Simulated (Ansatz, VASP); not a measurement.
# Cross-check of NiSb (Breithauptite) between VASP and Ansatz, part 2 of 2

One calculation is typed for both programs; each brings its own data sets and cutoff. How far apart do they land? The cell is taken from a series of VASP runs on this material, whose earlier steps may have relaxed, scaled or displaced it; both programs get it as it stands.

VASP 6.6.1 and Ansatz 0.2.0.

So far: Set-up; VASP: relaxation of cell and atoms, PBEsol.

## 3. Ansatz: relaxation of cell and atoms, PBEsol

Level of this step: Ansatz beside VASP: Kohn-Sham DFT, plane waves, PBEsol (Ansatz).

Ansatz runs on its default PAW (the set named soft_2) files.

The same cell, functional, mesh and smearing now go to Ansatz, which takes its cutoff from its data sets.

The input, input.yaml:

```yaml
crystal:
  lattice:
    - [3.9141414583, 0.0, 0.0]
    - [-1.9570707292, 3.389745937, 0.0]
    - [0.0, 0.0, 5.0771518291]
  atoms:
    - { symbol: Sb, position: [0.6666666667, 0.3333333333, 0.75] }
    - { symbol: Sb, position: [0.3333333333, 0.6666666667, 0.25] }
    - { symbol: Ni, position: [0.0, 0.0, 0.5] }
    - { symbol: Ni, position: [0.0, 0.0, 0.0] }
hamiltonian:
  xc: pbesol
  pseudopotentials: { kind: paw }
magnetization:
  spin_polarized: true
kpoints:
  mp_grid: { grid: [12, 12, 8] }
scf:
  occupations: { method: gaussian, width: 0.05 }
relax:
  f_tol: 0.01
  max_steps: 60
  cell: { stress_tol: 0.05 }
output:
  forces: true
  stress: true
```

Started as:

```sh
ansatz run input.yaml --threads 4 --pin off --max-ram 9216MiB --backend cpu --events-out ev --progress --plain --runs-dir out
```

Numbers of over 12 decimals in the logs are rounded to 6 here.

The program printed:

```text
Engine: ansatz 0.2.0, aarch64-unknown-linux-gnu
Pseudopotentials: kind: paw
Pseudopotential: Sb, paw, valence charge 15, recommended cutoff 420 eV (normal), Sb.paw.azcp
Pseudopotential: Ni, paw, valence charge 18, recommended cutoff 420 eV (normal), Ni.paw.azcp
Functional definition: PBEsol
  exchange = pbesol_x
  correlation = pbesol_c
Crystal: 4 atoms, lattice volume = 67.363 Å³
Basis set: ecut = 420 eV, 1337 PW (Γ), exchange–correlation on 54×54×72 points (8 copies of the dense FFT grid, shifted against one another)
Bands: 40, of which v1, the nominal top of the filled ones, is band 33 counted from 1 (32 counted from 0)
Symmetry: 24 space group operations
Space group: P63/mmc (ITA 194), of the structure as read, at distance tolerance 4.1e-5 Å
k-points: 95 of 1152
Non-local potential: Sb, projectors of the file, l = 0: 2, l = 1: 2, l = 2: 2, l = 3: 2
Non-local potential: Ni, projectors of the file, l = 0: 3, l = 1: 2, l = 2: 3, l = 3: 1
PAW form: soft (Blöchl's): semilocal exchange-correlation on the pseudo side does not see the compensation charge
PAW frozen core: Sb, regenerated for the run's functional, and the local potential with it (the file was generated under x = pbe(κ = 0.804, μ = 0.219515), c = pbe(β = 0.066725))
PAW frozen core: Ni, regenerated for the run's functional, and the local potential with it (the file was generated under x = pbe(κ = 0.804, μ = 0.219515), c = pbe(β = 0.066725))
PAW one-centre angular grid: Sb, 590 points (default); XC on 64 Gauss nodes
PAW one-centre angular grid: Ni, 590 points (default); XC on 64 Gauss nodes
Initial density: superposition of atomic densities (chi_scale 0.1, normalization cell, long waves kept (reshape's long-wave potential 0.00 eV rms))
Initial wavefunctions: pseudopotential atomic-orbital guess
Functional: x = pbesol(κ = 0.804, μ = 0.123457), c = pbesol(β = 0.046)
SCF iter   1: F=—  HF=-24431.629717 eV  |F-HF|=—  |Δ(HF+E_count)|=         —  Δρ=1.00e-1 (↑1.00e-1 ↓1.00e-1)  dr2=2.61e1  dr2_m=0.00e0  M=0.000 μB ∫|m|=0.000 μB  β_m=0.30  ethr=3.10e-3  ⟨swp⟩=6.3  Hψ=14769  notcnv=0  defer=1
preconditioner: auto → Kerker (q_TF=auto, 2.719 Å⁻¹)  [metal: Δε(μ)=0.017 eV  Ē_g=18.094 eV  σ=0.050 eV  W_gap=0.19  n_scr=22 (ndim 8)  ℏωp=32.0 eV  f_vac=0.000  D(μ)=1.81/eV (n_scr^D=8)]
spin=Collinear: Kerker preconditioning applied to the charge; magnetization (m = ρ↑ − ρ↓) channel mixes plain (no charge-response kernel on spin).
SCF iter   2: F=—  HF=-24428.539774 eV  |F-HF|=—  |Δ(HF+E_count)|=    3.09e0  Δρ=2.68e-2 (↑2.68e-2 ↓2.68e-2)  dr2=1.97e0  dr2_m=0.00e0  M=0.000 μB ∫|m|=0.000 μB  β_m=0.29  ethr=3.10e-3  ⟨swp⟩=3.5  Hψ=8690  notcnv=0  defer=209
SCF iter   3: F=—  HF=-24428.011081 eV  |F-HF|=—  |Δ(HF+E_count)|=   5.29e-1  Δρ=1.85e-2 (↑1.85e-2 ↓1.85e-2)  dr2=2.08e0  dr2_m=0.00e0  M=0.000 μB ∫|m|=0.000 μB  β_m=0.47  ethr=2.98e-3  ⟨swp⟩=2.1  Hψ=5808  notcnv=0  defer=199
SCF iter   4: F=—  HF=-24424.870628 eV  |F-HF|=—  |Δ(HF+E_count)|=    3.14e0  Δρ=1.22e-1 (↑5.07e-2 ↓1.22e-1)  dr2=2.92e0  dr2_m=4.49e0  M=3.302 μB ∫|m|=3.302 μB  ethr=2.98e-3  ⟨swp⟩=2.5  Hψ=5655  notcnv=0  defer=200
Mixer restart at iter 4: flushing history
SCF iter   5: F=—  HF=-24426.986801 eV  |F-HF|=—  |Δ(HF+E_count)|=         —  Δρ=7.10e-2 (↑7.10e-2 ↓2.88e-2)  dr2=9.77e-1  dr2_m=1.45e0  M=0.905 μB ∫|m|=0.957 μB  β_m=0.47  ethr=2.98e-3  ⟨swp⟩=3.8  Hψ=13742  notcnv=0  defer=135
SCF iter   6: F=—  HF=-24427.272422 eV  |F-HF|=—  |Δ(HF+E_count)|=   2.86e-1  Δρ=5.91e-2 (↑2.37e-2 ↓5.91e-2)  dr2=7.05e-1  dr2_m=1.02e0  M=0.478 μB ∫|m|=0.541 μB  β_m=0.65  ethr=1.48e-3  ⟨swp⟩=2.1  Hψ=11411  notcnv=0  defer=343
SCF iter   7: F=—  HF=-24427.789121 eV  |F-HF|=—  |Δ(HF+E_count)|=   5.17e-1  Δρ=6.63e-2 (↑6.63e-2 ↓3.32e-2)  dr2=4.22e0  dr2_m=1.92e-1  M=0.386 μB ∫|m|=0.451 μB  β_m=0.40  ethr=1.07e-3  ⟨swp⟩=3.1  Hψ=16221  notcnv=0  defer=417
SCF iter   8: F=—  HF=-24427.358491 eV  |F-HF|=—  |Δ(HF+E_count)|=   4.31e-1  Δρ=1.23e-2 (↑1.38e-3 ↓1.23e-2)  dr2=7.74e-2  dr2_m=2.30e-2  M=0.034 μB ∫|m|=0.127 μB  β_m=0.66  ethr=1.07e-3  ⟨swp⟩=2.6  Hψ=16083  notcnv=0  defer=402
SCF iter   9: F=—  HF=-24427.356811 eV  |F-HF|=—  |Δ(HF+E_count)|=   1.68e-3  Δρ=6.07e-3 (↑2.93e-3 ↓6.07e-3)  dr2=7.72e-3  dr2_m=1.23e-2  M=0.037 μB ∫|m|=0.073 μB  β_m=0.70  ethr=1.17e-4  ⟨swp⟩=2.0  Hψ=9293  notcnv=0  defer=403
SCF iter  10: F=—  HF=-24427.358093 eV  |F-HF|=—  |Δ(HF+E_count)|=   1.28e-3  Δρ=7.68e-4 (↑6.00e-4 ↓7.68e-4)  dr2=5.83e-4  dr2_m=6.34e-5  M=-0.005 μB ∫|m|=0.006 μB  β_m=0.85  ethr=1.17e-5  ⟨swp⟩=1.8  Hψ=8943  notcnv=0  defer=403
Mixer restart at iter 10: flushing history
SCF iter  11: F=—  HF=-24427.358261 eV  |F-HF|=—  |Δ(HF+E_count)|=         —  Δρ=3.29e-4 (↑3.29e-4 ↓3.29e-4)  dr2=1.95e-4  dr2_m=0.00e0  M=0.000 μB ∫|m|=0.000 μB  β_m=0.85  ethr=8.83e-7  ⟨swp⟩=4.8  Hψ=8509  notcnv=0  defer=171
SCF iter  12: F=—  HF=-24427.358429 eV  |F-HF|=—  |Δ(HF+E_count)|=   1.68e-4  Δρ=9.25e-4 (↑9.25e-4 ↓9.25e-4)  dr2=1.51e-3  dr2_m=0.00e0  M=0.000 μB ∫|m|=0.000 μB  β_m=0.54  ethr=2.96e-7  ⟨swp⟩=2.0  Hψ=7693  notcnv=0  defer=167  recentre
SCF iter  13: F=—  HF=-24427.358240 eV  |F-HF|=—  |Δ(HF+E_count)|=   1.89e-4  Δρ=7.59e-5 (↑7.59e-5 ↓7.59e-5)  dr2=1.44e-5  dr2_m=0.00e0  M=0.000 μB ∫|m|=0.000 μB  β_m=0.77  ethr=2.96e-7  ⟨swp⟩=2.0  Hψ=6710  notcnv=0  defer=167
SCF iter  14: F=—  HF=-24427.358242 eV  |F-HF|=—  |Δ(HF+E_count)|=   2.02e-6  Δρ=4.16e-5 (↑4.16e-5 ↓4.16e-5)  dr2=3.60e-6  dr2_m=0.00e0  M=0.000 μB ∫|m|=0.000 μB  β_m=0.76  ethr=2.19e-8  ⟨swp⟩=2.0  Hψ=4786  notcnv=0  defer=167
iter 15 did not close the SCF: its close was put off for the readings that it lacked (scf_convergence_deferred on its scf_iter line)
SCF iter  15: F=-24427.358241 eV  HF=-24427.358241 eV  |F-HF|=9.53e-9  |Δ(HF+E_count)|=   3.95e-7  Δρ=2.27e-6 (↑2.27e-6 ↓2.27e-6)  dr2=1.78e-8  dr2_m=0.00e0  M=0.000 μB ∫|m|=0.000 μB  β_m=0.86  ethr=1.52e-10  ⟨swp⟩=2.0  Hψ=10986  notcnv=0
SCF iter  16: F=-24427.358241 eV  HF=-24427.358241 eV  |F-HF|=3.62e-9  |Δ(HF+E_count)|=   3.55e-9  Δρ=1.78e-6 (↑1.78e-6 ↓1.78e-6)  dr2=5.99e-9  dr2_m=0.00e0  M=0.000 μB ∫|m|=0.000 μB  ethr=2.69e-11  ⟨swp⟩=1.2  Hψ=8978  notcnv=0
SCF 1 converged in 16 iterations: F = -24427.358241 eV  dr2 = 5.99e-9
  greatest PAW one-centre occupation: 1.001 electrons in one spin orbital (limit 2), on the Ni atom at site 3 (counted from 0), in its partial waves of l = 1
the input gives no starting moments: this run first made a single point of its starting geometry. This run's own SCFs start from that state's density, with no starting moments from it.
Initial density: read from a saved state, or passed on in memory by an earlier SCF of this step, an earlier step, the calling program or the single point that the run made first
Stability of the state it starts from, as read at its close in the collinear treatment: not read negative (Ritz values of 1 − χ₀K, real part plus size of imaginary part, from 1.1 to 6.2, by its mixing steps under the symmetry group of the SCF that read it); nothing settles its magnetic order
iter 1 solved again at ethr=1.08e-7 eV; its pass at ethr=3.10e-3 eV (dr2=7.11e-5 eV) is discarded
SCF iter   1: F=—  HF=-24427.358241 eV  |F-HF|=—  |Δ(HF+E_count)|=         —  Δρ=1.76e-6 (↑1.76e-6 ↓1.76e-6)  dr2=6.81e-9  dr2_m=0.00e0  M=0.000 μB ∫|m|=0.000 μB  β_m=0.30  ethr=1.08e-7  ⟨swp⟩=3.1  Hψ=26063  notcnv=0
eigensolver tolerance schedule: the retry pair's looser diagonalisation over-reported the residual by 10440.43 of it (diagonalisation noise at 0.57 of the residual, at the tolerance the schedule requests for it); recorded, not acted on — ethr = c·dr2/N_el stays at c = 1.0e-1
preconditioner: auto → Kerker (q_TF=auto, 2.719 Å⁻¹)  [metal: Δε(μ)=0.054 eV  Ē_g=18.194 eV  σ=0.050 eV  W_gap=0.49  n_scr=22 (ndim 8)  ℏωp=32.0 eV  f_vac=0.004  D(μ)=1.54/eV (n_scr^D=8)]
spin=Collinear: Kerker preconditioning applied to the charge; magnetization (m = ρ↑ − ρ↓) channel mixes plain (no charge-response kernel on spin).
SCF iter   2: F=-24427.358241 eV  HF=-24427.358241 eV  |F-HF|=3.82e-10  |Δ(HF+E_count)|=   1.73e-8  Δρ=5.31e-7 (↑5.31e-7 ↓5.31e-7)  dr2=6.07e-10  dr2_m=0.00e0  M=0.000 μB ∫|m|=0.000 μB  ethr=1.03e-11  ⟨swp⟩=4.2  Hψ=13505  notcnv=0
SCF 2 converged in 2 iterations: F = -24427.358241 eV  dr2 = 6.07e-10
relax step   1: F+E_penalty+E_count = -24427.35824117 eV  Δ(F+E_penalty+E_count) = +0.000e0 eV  max|allowed force component| = 3.701e-17 eV/Å  Δτ_max = 0.0000 Å  P = -0.060 GPa  Ω = 67.363 Å³  (2 SCF iters, dr2 threshold 1.00e-7 eV, accepted)
[...]
relax step   2: F+E_penalty+E_count = -24427.35826651 eV  Δ(F+E_penalty+E_count) = -2.534e-5 eV  max|allowed force component| = 3.701e-17 eV/Å  Δτ_max = 0.0000 Å  P = +0.006 GPa  Ω = 67.330 Å³  energy of the carried Pulay correction = +1.397e-5 eV  (5 SCF iters, dr2 threshold 3.05e-8 eV, accepted)
[...]
relax step   3: F+E_penalty+E_count = -24427.35825393 eV  Δ(F+E_penalty+E_count) = +1.258e-5 eV  max|allowed force component| = 1.850e-17 eV/Å  Δτ_max = 0.0000 Å  P = +0.006 GPa  Ω = 67.330 Å³  stress off target by 1.46e-2 GPa  SCF on the basis re-selected at this cell (its energy is not comparable with the rows above)  (6 SCF iters)
basis re-selected at this cell: Δ(F+E_penalty+E_count) = +1.258e-5 eV, ΔP = -0.000 GPa vs the last step (what re-selecting the basis moved, of the pressure what is left beyond the Pulay correction that the steps carried, after the strain that the cell walked since its last selection, with what the two solves' SCF thresholds leave and, on support functions, any second-order correction that the steps lacked; it is no m [...]
SCF converged after 6 iterations
Magnetization: 0.0000 μB (33.0000 up, 33.0000 down)
Absolute magnetization: 0.0000 μB (∫|ρ↑−ρ↓|)
Spin contamination: 0.0000 ħ² per cell (⟨S²⟩ above its minimum at these occupations)
Per-site moments (μB) at R_I (Å): [(0.0, 1.069018), (0.0, 1.069018), (0.0, 1.046711), (0.0, 1.046711)]
Free energy (F): -24427.358254 eV
Harris-Foulkes:  -24427.358254 eV  (|F-HF|=1.46e-11)
Internal energy: -24427.356314 eV  (E = F + TS)
E sigma→0 (E₀):  -24427.357284 eV
Entropy (-TS):   -0.001940 eV (-0.485 meV/atom)
Fermi energy:    15.504623 eV
--- Per-component energies (eV) ---
  E_band       = -849.196043
  E_kinetic    = 990.929544
  E_local      = -11008.600951  (includes V_loc(G=0)·N_el)
  E_nonlocal   = 2013.104677
  E_hartree    = 4814.397501
  E_xc         = -446.636956
  E_vxc        = -415.711578  (∫ρ·V_xc dr)
  E_paw        = -12201.715316  (= ΣΔE_a)
  E_vpaw       = -2057.713694  (= ΣTr[D̂ρ^β])
  E_aug_tail   = 0.000918  (compensation charges beyond the density's cutoff)
  E_ewald      = -8589.894022
  E_core_change = 1.058292  (= ΣΔE_core)
  E_smearing   = -0.001940  (= −TS)
  E_closure    = 0.000000  (closes the sum)
  Σ components = -24427.358254   (vs F -24427.358254, Δ=0.00e0)
--- Forces (eV/Å), atoms counted from 1 ---
  atom   1  Sb     0.00000000     0.00000000     0.00000000
  atom   2  Sb    -0.00000000    -0.00000000     0.00000000
  atom   3  Ni     0.00000000     0.00000000    -0.00000000
  atom   4  Ni     0.00000000    -0.00000000    -0.00000000
  max |Σ_I F_I| component: 4.63e-18 eV/Å
--- Stress (GPa, compression-positive) ---
        0.014600      -0.000000       0.000000
       -0.000000       0.014600       0.000000
        0.000000       0.000000      -0.011445
  P = ⅓ Tr σ = 0.0059 GPa (0.059 kbar)
--- Relaxed structure (2 steps of the walk, 2 accepted, 1 SCFs on fresh bases) ---
  F+E_penalty+E_count = -24427.35825393 eV   max|allowed force component| = 1.850e-17 eV/Å   (the final SCF, on the basis selected at the relaxed cell)
  cell:  # Å, volume = 67.3295 Å³
    - [3.914002, 2.8866544141379644e-11, 0.0]
    - [-1.957001, 3.389626, 0.0]
    - [0.0, 0.0, 5.074961]
  atoms:
    - { symbol: Sb, position: [0.666667, 0.333333, 0.750000] }
    - { symbol: Sb, position: [0.333333, 0.666667, 0.25] }
    - { symbol: Ni, position: [0, 0, 0.5] }
    - { symbol: Ni, position: [0, 0, 0.0] }
```

Wall time 15 s (4 threads of Arm Neoverse V1, shared host); peak memory 0.65 GiB; 57 s of CPU time.

## 4. Differences

Known differences besides the potentials themselves: both relaxations stop at a tolerance, which leaves soft axes loose, and VASP keeps its plane-wave basis; the data sets hold 66 valence electrons in Ansatz (default PAW (the set named soft_2) files) and 30 in VASP; the cutoff is 420 eV in Ansatz and 450 eV in VASP; Ansatz makes its cores anew for this functional, VASP keeps those of its PBE data sets; Ansatz adds a Pulay correction to the stress that steers its cell, VASP none. Total energies have different zeros and are not compared.

Compared:

```csv
quantity,Ansatz,VASP,difference
volume (Å³),67.33,67.36,-0.05 %
"edge a after relaxation, in the typed setting (Å)",3.914,3.914,+0.00 %
"edge c after relaxation, in the typed setting (Å)",5.075,5.077,-0.04 %
```

The walks stopped with 0.01 GPa left in Ansatz and -0.02 GPa in VASP; each walk ends within a tolerance, so the volume difference is uncertain by about these residues over the bulk modulus, most in soft cells.

## 5. VASP: relaxation of cell and atoms, LDA

The relaxed volume is the usual yardstick between codes: its relative difference is about their pressure difference at one cell divided by the bulk modulus. The cell compared in this pair holds 65.63 Å³, against 67.36 Å³ for the pair before.

The input, INCAR:

```
SYSTEM = NiSb
PREC = Accurate
ENCUT = 450
EDIFF = 1E-06
NELM = 100
ISMEAR = 0
SIGMA = 0.05
LREAL = .FALSE.
ALGO = Normal
GGA = CA
NBANDS = 23
ISPIN = 2
MAGMOM = 0 0 0 0
LASPH = .TRUE.
LMAXMIX = 4
LORBIT = 11
LWAVE = .FALSE.
LCHARG = .FALSE.
KPAR = 8
IBRION = 2
NSW = 50
ISIF = 3
EDIFFG = -0.006
```

The input, POSCAR:

```
NiSb
1.0
    3.8788995162      0.0000000000      0.0000000000
   -1.9394497582      3.3592255198      0.0000000000
    0.0000000000      0.0000000000      5.0366120102
Sb Ni
2 2
Direct
    0.6666666667      0.3333333333      0.7500000000
    0.3333333333      0.6666666667      0.2500000000
    0.0000000000      0.0000000000      0.5000000000
    0.0000000000      0.0000000000      0.0000000000
```

The input, KPOINTS:

```
Automatic mesh
0
Gamma
12 12 8
0 0 0
```

The projector-augmented-wave data sets are Sb and Ni (LDA family, release 64).

Started as:

```sh
mpirun -np 8 vasp_std
```

The program printed:

```text
[banner, memory and clock lines left out]
running    8 mpi-ranks, on    1 nodes
[...]
[... a notice as in an earlier step ...]

 LDA part: xc-table for (Slater(with rela. corr.)+CA(PZ))
 , standard interpolation
 POSCAR, INCAR and KPOINTS ok, starting setup
[...]
entering main loop
       N       E                     dE             d eps       ncg     rms          rms(c)
DAV:   1     0.160672342649E+03    0.16067E+03   -0.11049E+04  8772   0.121E+03
DAV:   2    -0.169380117085E+02   -0.17761E+03   -0.16920E+03  9104   0.269E+02
DAV:   3    -0.254898302698E+02   -0.85518E+01   -0.83565E+01 10824   0.734E+01
DAV:   4    -0.256736264132E+02   -0.18380E+00   -0.18357E+00  9760   0.104E+01
[...]
DAV:  12    -0.241588899302E+02    0.11087E-03   -0.22685E-04 12393   0.253E-01    0.355E-02
DAV:  13    -0.241588904258E+02   -0.49560E-06   -0.30075E-05  9790   0.380E-02    0.255E-02
DAV:  14    -0.241588895082E+02    0.91758E-06   -0.20838E-06  8208   0.111E-02
   1 F= -.24158890E+02 E0= -.24158082E+02  d E =-.241589E+02  mag=     0.0000
[...]
reached required accuracy - stopping structural energy minimisation
```

From OUTCAR (step 5):

```text
  Total        0.0153277      0.0153277      0.0179136     -0.0000000      0.0000000      0.0000000
  in kB        0.3741969      0.3741969      0.4373277     -0.0000000      0.0000000      0.0000000
  external PRESSURE =       0.3952405 kB  Pullay stress =       0.0000000 kB

 POSITION                                       TOTAL-FORCE (eV/Angst)
 -----------------------------------------------------------------------------------
      1.93945      1.11974      3.77746        -0.000000      0.000000      0.000000
     -0.00000      2.23948      1.25915         0.000000     -0.000000      0.000000
      0.00000      0.00000      2.51831         0.000000      0.000000      0.000000
      0.00000      0.00000      0.00000        -0.000000      0.000000      0.000000
 -----------------------------------------------------------------------------------
    total drift:                               -0.000000      0.000000      0.000000

  FREE ENERGIE OF THE ION-ELECTRON SYSTEM (eV)
  ---------------------------------------------------
  free  energy   TOTEN  =       -24.1588895082 eV

  energy  without entropy=      -24.1572747844  energy(sigma->0) =      -24.15808215

 magnetization (x)
# of ion       s       p       d       tot
------------------------------------------
    1        0.000  -0.000  -0.000  -0.000
    2        0.000  -0.000  -0.000  -0.000
    3        0.000   0.000  -0.000   0.000
    4        0.000   0.000  -0.000   0.000
--------------------------------------------------
tot          0.000  -0.000  -0.000   0.000

[... 2 parts as in an earlier step ...]

[... 2 further parts left out ...]
[key lines of the parts left out:]
E-fermi :  10.5686
```

## 6. Ansatz: relaxation of cell and atoms, LDA

The same cell, functional (in two slightly different forms), mesh and smearing now go to Ansatz, which takes its cutoff from its data sets.

The cell is taken from a series of VASP runs on this material, whose earlier steps may have relaxed, scaled or displaced it; both programs get it as it stands.

input.yaml, the sections that differ from step 3:

```yaml
crystal:
  lattice:
    - [3.8788995162, 0.0, 0.0]
    - [-1.9394497582, 3.3592255198, 0.0]
    - [0.0, 0.0, 5.0366120102]
  atoms:
    - { symbol: Sb, position: [0.6666666667, 0.3333333333, 0.75] }
    - { symbol: Sb, position: [0.3333333333, 0.6666666667, 0.25] }
    - { symbol: Ni, position: [0.0, 0.0, 0.5] }
    - { symbol: Ni, position: [0.0, 0.0, 0.0] }
hamiltonian:
  xc: lda
  pseudopotentials: { kind: paw }
# magnetization, kpoints, scf, relax, output: as in step 3
```

Started as:

```sh
ansatz run input.yaml --threads 4 --pin off --max-ram 9216MiB --backend cpu --events-out ev --progress --plain --runs-dir out
```

The program printed:

```text
[...]
Crystal: 4 atoms, lattice volume = 65.628 Å³
Basis set: ecut = 420 eV, 1301 PW (Γ)
Bands: 40, of which v1, the nominal top of the filled ones, is band 33 counted from 1 (32 counted from 0)
Symmetry: 24 space group operations
[...]
k-points: 95 of 1152
[...]
cell:  # Å, volume = 65.5118 Å³
    - [3.877060, 5.770761670893909e-11, 0]
    - [-1.938530, 3.357633, 0]
    - [0, 1.2026728579533777e-19, 5.032501]
  atoms:
    - { symbol: Sb, position: [0.666667, 0.333333, 0.75] }
    - { symbol: Sb, position: [0.333333, 0.666667, 0.25] }
    - { symbol: Ni, position: [0, 0, 0.5] }
    - { symbol: Ni, position: [0, 0, 0.0] }
[key lines of the parts left out:]
SCF converged after 6 iterations
Magnetization: 0.0000 μB (33.0000 up, 33.0000 down)
Free energy (F): -24219.695919 eV
Fermi energy:    15.861675 eV
P = ⅓ Tr σ = 0.0280 GPa (0.280 kbar)
```

Elapsed: 14 s, on 4 threads; peak memory 0.63 GiB; 55 s of CPU time.

## 7. Differences

What differs besides the data sets and the points named for the pairs above, as far as they apply: the two LDA forms differ slightly; VASP's log shows a relativistic correction to its local exchange, Ansatz's none. Total energies have different zeros and are not compared.

The two programs side by side:

```csv
quantity,Ansatz,VASP,difference
volume (Å³),65.51,65.63,-0.18 %
"edge a after relaxation, in the typed setting (Å)",3.877,3.879,-0.05 %
"edge c after relaxation, in the typed setting (Å)",5.032,5.037,-0.08 %
```

The walks stopped with 0.03 GPa left in Ansatz and 0.04 GPa in VASP; each walk ends within a tolerance, so the volume difference is uncertain by about these residues over the bulk modulus, most in soft cells.

## 8. Summary of results

```json
{"difference in volume (relaxation of cell and atoms, PBEsol)": "-0.050 %", "difference in volume (relaxation of cell and atoms, LDA)": "-0.18 %"}
```

In words: The difference in volume is -0.18 % (relaxation of cell and atoms, LDA), within the 1.2 % picked in this series as the mark of a large difference, as far as the stopping tolerances let one tell. How closely two codes agree says nothing of how well the functional describes the real material.

[Lines on the potential files, build, host, timing and source positions are cut from VASP's logs without a mark.]

[Logs are printed without paths, hosts, clocks, repeated set-up lines and the standing remarks that a program may print on its own settings, such as how far it seeks lower states.]

[Hosts, paths, dates, database ids (printed as entryN), source tags and the programs' standing remarks are cut or masked in the printed files.]
